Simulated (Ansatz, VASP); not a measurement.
# YAlSe3: VASP beside Ansatz, part 2 of 3

Wanted: the spread between two codes on one cell, functional and k mesh. The cell is generated by rule, not measured, and may not be a known phase. The cell is taken from a series of runs on this material, whose earlier steps may have relaxed, scaled, displaced or heated it; both programs get it as it stands.

VASP 6.6.1 and Ansatz 0.2.0.

So far: The structure; Ansatz: relaxation of cell and atoms, PBEsol, pair 1.

## (3) VASP: relaxation of cell and atoms, PBEsol, pair 1

Level of this step: PBEsol; plane waves and PAW (Y_sv, Al, Se); invented cell (VASP).

The same cell, functional, mesh and smearing now go to VASP, with its own data sets.

Lines of VASP's logs that name or quote its potential files are left out, and so is its time.

The input, INCAR:

```
SYSTEM = YAlSe3
PREC = Accurate
ENCUT = 500
EDIFF = 1E-07
NELM = 120
ISMEAR = 1
SIGMA = 0.2
LREAL = .FALSE.
ALGO = Normal
GGA = PS
NBANDS = 22
LASPH = .TRUE.
LORBIT = 11
LWAVE = .FALSE.
LCHARG = .FALSE.
ISIF = 3
IBRION = 2
NSW = 80
EDIFFG = -0.005
GGA_COMPAT = .FALSE.
NELMIN = 4
KPAR = 2
```

The input, POSCAR:

```
YAlSe3
1.0
    4.8330680000      0.0000000000      0.0000000000
    0.0000000000      4.8330680000      0.0000000000
    0.0000000000      0.0000000000      4.8330680000
Y Al Se
1 1 3
Direct
    0.0000000000      0.0000000000      0.0000000000
    0.5000000000      0.5000000000      0.5000000000
    0.5000000000      0.5000000000      0.0000000000
    0.5000000000      0.0000000000      0.5000000000
    0.0000000000      0.5000000000      0.5000000000
```

The input, KPOINTS:

```
Automatic mesh
0
Gamma
8 8 8
0 0 0
```

PAW data sets: Y_sv, Al and Se (PBE family, release 64).

Started as:

```
> mpirun -np 2 vasp_std
```

Numbers of over 12 decimals in the logs are rounded to 6 here.

Log:

```text
[banner, memory and clock lines left out]
running    2 mpi-ranks, on    1 nodes
 distrk:  each k-point on    1 cores,    2 groups
 distr:  one band on    1 cores,    1 groups

 POSCAR found type information on POSCAR Y AlSe
 POSCAR found :  3 types and       5 ions
|                                                                             |
|               ----> ADVICE to this user running VASP <----                  |
|                                                                             |
|     You enforced a specific xc type in the INCAR file but a different       |
|     [... a line on the potential file left out ...]
|     I HOPE YOU KNOW WHAT YOU ARE DOING!                                     |
|                                                                             |

 LDA part: xc-table for (Slater+PW92), standard interpolation
 POSCAR, INCAR and KPOINTS ok, starting setup
 FFT: planning ... GRIDC
 FFT: planning ... GRID_SOFT
 FFT: planning ... GRID
 WAVECAR not read
 entering main loop
       N       E                     dE             d eps       ncg     rms          rms(c)
DAV:   1     0.144614680433E+03    0.14461E+03   -0.13903E+04  1540   0.126E+03
DAV:   2    -0.182205437306E+02   -0.16284E+03   -0.15452E+03  2060   0.235E+02
DAV:   3    -0.288710311858E+02   -0.10650E+02   -0.10367E+02  2008   0.526E+01
DAV:   4    -0.292812774731E+02   -0.41025E+00   -0.40804E+00  2348   0.922E+00
DAV:   5    -0.292856475798E+02   -0.43701E-02   -0.43651E-02  1952   0.103E+00    0.120E+01
DAV:   6    -0.268912421574E+02    0.23944E+01   -0.35089E+00  1982   0.752E+00    0.108E+01
DAV:   7    -0.266123068333E+02    0.27894E+00   -0.17659E+00  2296   0.526E+00    0.848E+00
DAV:   8    -0.269793190242E+02   -0.36701E+00   -0.17518E+00  1784   0.631E+00    0.335E+00
DAV:   9    -0.265832970494E+02    0.39602E+00   -0.89143E-01  1810   0.459E+00    0.469E-01
DAV:  10    -0.265854132588E+02   -0.21162E-02   -0.50122E-02  2068   0.108E+00    0.602E-01
DAV:  11    -0.265856558424E+02   -0.24258E-03   -0.23701E-03  1974   0.217E-01    0.204E-01
DAV:  12    -0.265856284570E+02    0.27385E-04   -0.95742E-05  2028   0.571E-02    0.615E-02
DAV:  13    -0.265856124889E+02    0.15968E-04   -0.35026E-05  2022   0.320E-02    0.394E-02
DAV:  14    -0.265856124043E+02    0.84642E-07   -0.24181E-06  2022   0.948E-03    0.222E-02
DAV:  15    -0.265856122215E+02    0.18280E-06   -0.12573E-06  2488   0.546E-03    0.848E-03
DAV:  16    -0.265856123060E+02   -0.84501E-07   -0.11598E-07  1354   0.190E-03
   1 F= -.26585612E+02 E0= -.26585923E+02  d E =-.265856E+02
 curvature:   0.00 expect dE= 0.000E+00 dE for cont linesearch  0.000E+00
 trial: gam= 0.00000 g(F)=  0.000E+00 g(S)=  0.258E-03 ort = 0.000E+00 (trialstep = 0.100E+01)
 search vector abs. value=  0.258E-03
 bond charge predicted
       N       E                     dE             d eps       ncg     rms          rms(c)
DAV:   1    -0.265865349649E+02   -0.92274E-03   -0.20614E-02  1760   0.761E-01    0.172E-01
DAV:   2    -0.265859248467E+02    0.61012E-03   -0.21630E-03  2016   0.218E-01    0.940E-02
DAV:   3    -0.265856527393E+02    0.27211E-03   -0.87548E-04  2338   0.140E-01    0.624E-02
DAV:   4    -0.265856632714E+02   -0.10532E-04   -0.10967E-04  2296   0.344E-02    0.509E-02
DAV:   5    -0.265856708141E+02   -0.75427E-05   -0.17960E-05  2378   0.179E-02    0.667E-03
DAV:   6    -0.265856708206E+02   -0.65420E-08   -0.27542E-06  2314   0.664E-03    0.406E-03
DAV:   7    -0.265856706460E+02    0.17462E-06   -0.95739E-07  2222   0.365E-03    0.255E-03
DAV:   8    -0.265856703000E+02    0.34604E-06   -0.18843E-07  1692   0.229E-03    0.360E-04
DAV:   9    -0.265856703400E+02   -0.40020E-07   -0.13460E-08   902   0.683E-04
   2 F= -.26585670E+02 E0= -.26585976E+02  d E =-.580340E-04
 trial-energy change:   -0.000058  1 .order   -0.000061   -0.000258    0.000135
 step:   0.6442(harm=  0.6561)  dis= 0.00000  next Energy=   -26.585695 (dE=-0.823E-04)
 bond charge predicted
       N       E                     dE             d eps       ncg     rms          rms(c)
DAV:   1    -0.265858028356E+02   -0.13254E-03   -0.26163E-03  1762   0.271E-01    0.614E-02
DAV:   2    -0.265857245242E+02    0.78311E-04   -0.27311E-04  2012   0.776E-02    0.334E-02
DAV:   3    -0.265856897140E+02    0.34810E-04   -0.11138E-04  2280   0.499E-02    0.221E-02
DAV:   4    -0.265856917444E+02   -0.20304E-05   -0.14374E-05  2298   0.122E-02    0.181E-02
DAV:   5    -0.265856942867E+02   -0.25423E-05   -0.22292E-06  2354   0.643E-03    0.238E-03
DAV:   6    -0.265856946655E+02   -0.37882E-06   -0.35698E-07  1844   0.241E-03    0.132E-03
DAV:   7    -0.265856947754E+02   -0.10989E-06   -0.13088E-07  1362   0.142E-03    0.828E-04
DAV:   8    -0.265856949107E+02   -0.13529E-06   -0.30632E-08   932   0.924E-04    0.116E-04
DAV:   9    -0.265856949199E+02   -0.91727E-08   -0.11459E-08   860   0.475E-04
   3 F= -.26585695E+02 E0= -.26586002E+02  d E =-.826139E-04
 curvature:  -0.33 expect dE=-0.187E-07 dE for cont linesearch -0.187E-07
 trial: gam=-0.01465 g(F)=  0.208E-65 g(S)=  0.571E-07 ort = 0.384E-05 (trialstep = 0.929E+00)
 search vector abs. value=  0.113E-09
 reached required accuracy - stopping structural energy minimisation
```

From OUTCAR (step 3):

```text
ion  position               nearest neighbor table
   1  0.000  0.000  0.000-   3 3.42   4 3.42   5 3.42   4 3.42   5 3.42   3 3.42   5 3.42   5 3.42
                             3 3.42   4 3.42   4 3.42   3 3.42
   2  0.500  0.500  0.500-   3 2.42   4 2.42   5 2.42   3 2.42   4 2.42   5 2.42
   3  0.500  0.500  0.000-   2 2.42   2 2.42   1 3.42   1 3.42   1 3.42   1 3.42
   4  0.500  0.000  0.500-   2 2.42   2 2.42   1 3.42   1 3.42   1 3.42   1 3.42
   5  0.000  0.500  0.500-   2 2.42   2 2.42   1 3.42   1 3.42   1 3.42   1 3.42

  LATTYP: Found a simple cubic cell.
 ALAT       =     4.8330680000

 Subroutine GETGRP returns: Found 48 space group operations
 (whereof 48 operations were pure point group operations)

The static configuration has the point symmetry O_h .

 Found     35 irreducible k-points:

   k-points           NKPTS =     35   k-points in BZ     NKDIM =     35   number of bands    NBANDS=     22

   dimension x,y,z NGX =    36 NGY =   36 NGZ =   36
   dimension x,y,z NGXF=    72 NGYF=   72 NGZF=   72

   ENCUT  =  500.0 eV  36.75 Ry    6.06 a.u.   8.81  8.81  8.81*2*pi/ulx,y,z

   NELECT =      32.0000    total number of electrons

 k-points in reciprocal lattice and weights: Automatic mesh
   0.00000000  0.00000000  0.00000000       0.002
   0.12500000  0.00000000  0.00000000       0.012
   0.25000000  0.00000000  0.00000000       0.012
   0.37500000  0.00000000  0.00000000       0.012
   0.50000000  0.00000000  0.00000000       0.006
   0.12500000  0.12500000  0.00000000       0.023
   0.25000000  0.12500000  0.00000000       0.047
   0.37500000  0.12500000  0.00000000       0.047
   0.50000000  0.12500000  0.00000000       0.023
[...]
0.50000000  0.50000000  0.37500000       0.012
   0.50000000  0.50000000  0.50000000       0.002

 average (electrostatic) potential at core
       1 -37.5399       2 -75.7509       3 -52.9017       4 -52.9017       5 -52.9017

 E-fermi :   4.8806

 k-point     1 :       0.0000    0.0000    0.0000
  band No.  band energies     occupation
    ...
     13       3.4868      2.00000
     14       3.5257      2.00000
     15       4.1204      2.00000
     16       4.1204      2.00000
     17       4.1204      2.00000
     18       5.4424     -0.00052
     19       5.4424     -0.00052
     20       5.8192     -0.00000
     21       5.8192     -0.00000
     22       5.8192     -0.00000

 k-point     2 :       0.1250    0.0000    0.0000
  band No.  band energies     occupation
    ...
     13       3.2627      2.00000
     14       3.4666      2.00000
     15       3.9778      2.00000
     16       3.9947      2.00000
     17       3.9947      2.00000
     18       5.5716     -0.00001
     19       5.8559     -0.00000
     20       5.9018     -0.00000
     21       6.1598     -0.00000
     22       6.1598     -0.00000

 k-point     3 :       0.2500    0.0000    0.0000
  band No.  band energies     occupation
    ...
     13       2.8127      2.00000
     14       2.8127      2.00000
     15       3.7532      2.00000
     16       3.7532      2.00000
     17       4.7867      1.70569
     18       5.9009     -0.00000
     19       5.9506     -0.00000
     20       6.7497     -0.00000
     21       6.8928     -0.00000
     22       6.8928     -0.00000

  Total        0.0014047      0.0014047      0.0014047      0.0000000      0.0000000      0.0000000
  in kB        0.0199007      0.0199007      0.0199007      0.0000000      0.0000000      0.0000000
  external PRESSURE =       0.0199007 kB  Pullay stress =       0.0000000 kB

  energy-cutoff  :      500.00
  volume of cell :      113.09
      direct lattice vectors                 reciprocal lattice vectors
     4.835905378  0.000000000  0.000000000     0.206786511 -0.000000000  0.000000000
     0.000000000  4.835905378  0.000000000    -0.000000000  0.206786511 -0.000000000
    -0.000000000  0.000000000  4.835905378    -0.000000000 -0.000000000  0.206786511

 POSITION                                       TOTAL-FORCE (eV/Angst)
 -----------------------------------------------------------------------------------
      0.00000      0.00000      0.00000        -0.000000      0.000000      0.000000
      2.41795      2.41795      2.41795        -0.000000     -0.000000      0.000000
      2.41795      2.41795      0.00000        -0.000000     -0.000000      0.000000
      2.41795      0.00000      2.41795        -0.000000      0.000000      0.000000
      0.00000      2.41795      2.41795         0.000000      0.000000      0.000000
 -----------------------------------------------------------------------------------
    total drift:                                0.000000      0.000000      0.000000

  FREE ENERGIE OF THE ION-ELECTRON SYSTEM (eV)
  ---------------------------------------------------
  free  energy   TOTEN  =       -26.5856949199 eV

  energy  without entropy=      -26.5866168541  energy(sigma->0) =      -26.58600223

 reached required accuracy - stopping structural energy minimisation

 total charge
# of ion       s       p       d       f       tot
--------------------------------------------------
    1        2.112   6.092   0.673   0.022   8.899
    2        0.374   0.362   0.000   0.000   0.736
    3        1.460   2.434   0.028   0.000   3.922
    4        1.460   2.434   0.028   0.000   3.922
    5        1.460   2.434   0.028   0.000   3.922
--------------------------------------------------
tot          6.866  13.754   0.757   0.022  21.399

[... 3 further parts left out ...]
```

CONTCAR:

```
YAlSe3
   1.00000000000000
     4.8359053784285866    0.0000000000000000    0.0000000000000000
     0.0000000000000000    4.8359053784285866    0.0000000000000000
    -0.0000000000000000    0.0000000000000000    4.8359053784285866
  Y               Al              Se
     1     1     3
Direct
     0.0000000000000000    0.0000000000000000    0.0000000000000000
     0.5000000000000000    0.5000000000000000    0.5000000000000000
     0.5000000000000000    0.5000000000000000    0.0000000000000000
     0.5000000000000000    0.0000000000000000    0.5000000000000000
     0.0000000000000000    0.5000000000000000    0.5000000000000000
```

## (4) Side by side

Known differences besides the potentials themselves: the data sets hold 62 valence electrons in Ansatz (on its PAW soft_1 files) and 32 in VASP; the cutoff is 420 eV in Ansatz and 500 eV in VASP; Ansatz makes its cores anew for this functional, VASP keeps those of its PBE data sets; Ansatz adds a Pulay correction to the stress that steers its cell, VASP none. Total energies have different zeros and are not compared.

Compared:

```
                                         quantity  Ansatz    VASP  difference
                                      volume (Å³)  112.84  113.09     -0.22 %
edge a after relaxation, in the typed setting (Å)   4.832   4.836     -0.07 %
```

## (5) VASP: relaxation of cell and atoms, PBEsol, pair 2

The relaxed volume is the usual yardstick between codes: in a stiff, nearly cubic crystal its relative difference is about their pressure difference at one cell divided by the bulk modulus. This pair takes another cell of the material, with 10 atoms against 5 for the pair before.

INCAR: that of step 3 with these lines changed.

```diff
@@ -10,3 +10,3 @@
 GGA = PS
-NBANDS = 22
+NBANDS = 42
 LASPH = .TRUE.
@@ -21,2 +21,3 @@
 NELMIN = 4
+EFERMI = MIDGAP
 KPAR = 2
```

The input, POSCAR:

```
YAlSe3
1.0
   -3.3224500000      3.3224500000      5.0079690000
    3.3224500000     -3.3224500000      5.0079690000
    3.3224500000      3.3224500000     -5.0079690000
Y Al Se
2 2 6
Direct
    0.2500000000      0.7500000000      0.5000000000
    0.7500000000      0.2500000000      0.5000000000
    0.0000000000      0.0000000000      0.0000000000
    0.5000000000      0.5000000000      0.0000000000
    0.1682788304      0.6682788304      0.8365576608
    0.8317211696      0.3317211696      0.1634423392
    0.2500000000      0.2500000000      0.0000000000
    0.7500000000      0.7500000000      0.0000000000
    0.3317211696      0.1682788304      0.5000000000
    0.6682788304      0.8317211696      0.5000000000
```

The input, KPOINTS:

```
Automatic mesh
0
Gamma
6 6 6
0 0 0
```

Started as:

```
> mpirun -np 2 vasp_std
```

Log:

```text
[banner, memory and clock lines left out]
running    2 mpi-ranks, on    1 nodes
[...]
[... a notice as in an earlier step ...]

 LDA part: xc-table for (Slater+PW92), standard interpolation
 POSCAR, INCAR and KPOINTS ok, starting setup
[...]
entering main loop
       N       E                     dE             d eps       ncg     rms          rms(c)
DAV:   1     0.344121137696E+03    0.34412E+03   -0.27274E+04  2520   0.131E+03
DAV:   2    -0.257918885519E+02   -0.36991E+03   -0.35272E+03  3062   0.279E+02
DAV:   3    -0.584377238838E+02   -0.32646E+02   -0.32195E+02  3616   0.678E+01
DAV:   4    -0.599719653218E+02   -0.15342E+01   -0.15324E+01  4016   0.133E+01
[...]
DAV:  14    -0.560956677498E+02    0.12067E-05   -0.11623E-05  4112   0.104E-02    0.246E-02
DAV:  15    -0.560956677279E+02    0.21978E-07   -0.17996E-06  3704   0.452E-03    0.474E-03
DAV:  16    -0.560956677776E+02   -0.49780E-07   -0.12085E-07  2184   0.152E-03
   1 F= -.56095668E+02 E0= -.56097959E+02  d E =-.560957E+02
[...]
2 F= -.56095801E+02 E0= -.56098109E+02  d E =-.133658E-03
 trial-energy change:   -0.000134  1 .order   -0.000138   -0.000629    0.000353
 step:   0.6343(harm=  0.6408)  dis= 0.00006  next Energy=   -56.095866 (dE=-0.198E-03)
[...]
N       E                     dE             d eps       ncg     rms          rms(c)
DAV:   1    -0.560961204603E+02   -0.31895E-03   -0.64810E-03  2724   0.328E-01    0.111E-01
DAV:   2    -0.560959486671E+02    0.17179E-03   -0.78020E-04  3366   0.946E-02    0.578E-02
DAV:   3    -0.560958575045E+02    0.91163E-04   -0.20155E-04  3560   0.537E-02    0.312E-02
DAV:   4    -0.560958589028E+02   -0.13983E-05   -0.72271E-05  4178   0.220E-02    0.346E-02
DAV:   5    -0.560958639828E+02   -0.50800E-05   -0.51152E-06  3318   0.927E-03    0.104E-02
DAV:   6    -0.560958659000E+02   -0.19172E-05   -0.16403E-06  4118   0.351E-03    0.235E-03
DAV:   7    -0.560958662942E+02   -0.39415E-06   -0.48935E-07  3614   0.199E-03    0.759E-04
DAV:   8    -0.560958664232E+02   -0.12899E-06   -0.68342E-08  1934   0.983E-04    0.486E-04
DAV:   9    -0.560958664629E+02   -0.39770E-07   -0.22240E-08  1452   0.567E-04
   3 F= -.56095866E+02 E0= -.56098168E+02  d E =-.198685E-03
[...]
reached required accuracy - stopping structural energy minimisation
```

From OUTCAR (step 5):

```text
  Total        0.0123161      0.0123161     -0.0193025      0.0000000      0.0000000      0.0000000
  in kB        0.0890671      0.0890671     -0.1395911      0.0000000      0.0000000      0.0000000
  external PRESSURE =       0.0128477 kB  Pullay stress =       0.0000000 kB

 POSITION                                       TOTAL-FORCE (eV/Angst)
 -----------------------------------------------------------------------------------
      3.32449      0.00000      2.50570        -0.000000     -0.000000     -0.000000
      0.00000      3.32449      2.50570        -0.000000     -0.000000     -0.000000
      0.00000      0.00000      0.00000        -0.000000     -0.000000     -0.000000
      0.00000      0.00000      5.01139        -0.000000     -0.000000     -0.000000
      4.44331      1.11882      0.00000        -0.002467     -0.002467      0.000000
     -1.11882      2.20566      5.01139         0.002467      0.002467     -0.000000
      0.00000      0.00000      2.50570        -0.000000      0.000000     -0.000000
      0.00000      0.00000      7.51709        -0.000000      0.000000     -0.000000
      1.11882      2.20566      0.00000        -0.002467      0.002467      0.000000
      2.20566      1.11882      5.01139         0.002467     -0.002467      0.000000
 -----------------------------------------------------------------------------------
    total drift:                               -0.000000      0.000000      0.000000

  FREE ENERGIE OF THE ION-ELECTRON SYSTEM (eV)
  ---------------------------------------------------
  free  energy   TOTEN  =       -56.0958664629 eV

  energy  without entropy=      -56.1027700496  energy(sigma->0) =      -56.09816766

[... 1 part as in an earlier step ...]

[... 3 further parts left out ...]
[key lines of the parts left out:]
E-fermi :   4.7953
```

The gap is under twice the smearing width, so the edge states are partly filled and the run can't tell a small gap from a semimetal. Methfessel-Paxton smearing is not meant for a cell with a gap. The run keeps the 16 symmetry operations of its start, so it cannot find a distortion of lower symmetry.

## (6) Ansatz: relaxation of cell and atoms, PBEsol, pair 2

The same cell, functional, mesh and smearing now go to Ansatz, which takes its cutoff from its data sets.

The cell is taken from a series of runs on this material, whose earlier steps may have relaxed, scaled, displaced or heated it; both programs get it as it stands.

The input, input.yaml:

```yaml
crystal:
  lattice:
    - [-3.3224502685, 3.3224502685, 5.0079694089]
    - [3.3224502685, -3.3224502685, 5.0079694089]
    - [3.3224502685, 3.3224502685, -5.0079694089]
  atoms:
    - { symbol: "Y", position: [0.25, 0.75, 0.5] }
    - { symbol: "Y", position: [0.75, 0.25, 0.5] }
    - { symbol: Al, position: [0.0, 0.0, 0.0] }
    - { symbol: Al, position: [0.5, 0.5, 0.0] }
    - { symbol: Se, position: [0.1682787997, 0.6682787997, 0.8365575994] }
    - { symbol: Se, position: [0.8317212003, 0.3317212003, 0.1634424006] }
    - { symbol: Se, position: [0.25, 0.25, 0.0] }
    - { symbol: Se, position: [0.75, 0.75, 0.0] }
    - { symbol: Se, position: [0.3317212003, 0.1682787997, 0.5] }
    - { symbol: Se, position: [0.6682787997, 0.8317212003, 0.5] }
kpoints:
  mp_grid: { grid: [6, 6, 6] }
hamiltonian:
  xc: pbesol
  pseudopotentials: { kind: paw, azcp: { folder: soft_1 }, xc_functional: pbe }
scf:
  occupations: { method: methfessel_paxton, width: 0.2 }
output:
  forces: true
  stress: true
  eigenvalues: true
relax:
  adjacent_minimum: "off"
  f_tol: 0.001
  max_steps: 60
  cell: { stress_tol: 0.01 }
```

Started as:

```
> ansatz run input.yaml --threads 4 --pin off --max-ram 16384MiB --backend cpu --events-out ev --progress --plain --runs-dir out
```

Log:

```text
[...]
Crystal: 10 atoms, lattice volume = 221.125 Å³
Basis set: ecut = 420 eV, 4329 PW (Γ), exchange–correlation on 96×96×96 points (8 copies of the dense FFT grid, shifted against one another)
Bands: 75, of which v1, the nominal top of the filled ones, is band 62 counted from 1 (61 counted from 0)
Symmetry: 16 space group operations
[...]
k-points: 30 of 216
[...]
- { symbol: Al, position: [0.0, 0.0, 0.0] }
    - { symbol: Al, position: [0.500000, 0.500000, 0.0] }
    - { symbol: Se, position: [0.168279, 0.668279, 0.836558] }
    - { symbol: Se, position: [0.831721, 0.331721, 0.163442] }
    - { symbol: Se, position: [0.250000, 0.250000, 0.0] }
    - { symbol: Se, position: [0.750000, 0.750000, 0.0] }
    - { symbol: Se, position: [0.331721, 0.168279, 0.5] }
    - { symbol: Se, position: [0.668279, 0.831721, 0.5] }
[key lines of the parts left out:]
SCF converged after 6 iterations
Free energy (F): -41195.764060 eV
Fermi energy:    9.507669 eV
P = ⅓ Tr σ = 0.0010 GPa (0.010 kbar)
```

## (7) Comparison

What differs besides the data sets and the points named for the pairs above, as far as they apply: the data sets hold 124 valence electrons in Ansatz (on its PAW soft_1 files) and 64 in VASP. Total energies have different zeros and are not compared.

Compared:

```
                                         quantity  Ansatz    VASP  difference
                                      volume (Å³)  221.13  221.55     -0.19 %
edge a after relaxation, in the typed setting (Å)   6.867   6.872     -0.07 %
```

(Part 2 of 3 ends here.)

[Lines on the potential files, build, host, timing and source positions are cut from VASP's logs without a mark.]

[Logs are printed without paths, hosts, clocks, repeated set-up lines and the standing remarks that a program may print on its own settings, such as how far it seeks lower states.]

[Hosts, paths, dates, database ids (printed as entryN), source tags and the programs' standing remarks are cut or masked in the printed files.]
